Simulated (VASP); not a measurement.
Energy against volume of Be (hcp). Level of theory: optB88-vdW, VASP's PBE PAW potentials (set 64) (plane waves; VASP 6.6.1). Run with 520 eV cut-off, 18×18×10 Γ-centred mesh, first-order Methfessel-Paxton smearing of 0.10 eV, potentials Be.

Shape and ions are relaxed at each volume.

```json
[
 {"V (Å³/atom)": "7.471", "E (eV/atom)": "-3.13274"},
 {"V (Å³/atom)": "7.710", "E (eV/atom)": "-3.14154"},
 {"V (Å³/atom)": "7.948", "E (eV/atom)": "-3.14422"},
 {"V (Å³/atom)": "8.187", "E (eV/atom)": "-3.14155"}
]
```

**Question.** Fit these four points and predict the energy of the run at 8.425 Å³/atom.

**Answer.** A cubic in V^(−2/3), the third-order Birch-Murnaghan form, passes through the four points with V0 = 7.94 Å³/atom and B0 = 120 GPa, and gives -3.1342 eV/atom there. The run gave -3.1342 eV/atom, +0.0 meV/atom from the fit; all five points give B0 = 120 GPa.

The compound is Be in the hcp structure. It was relaxed first.
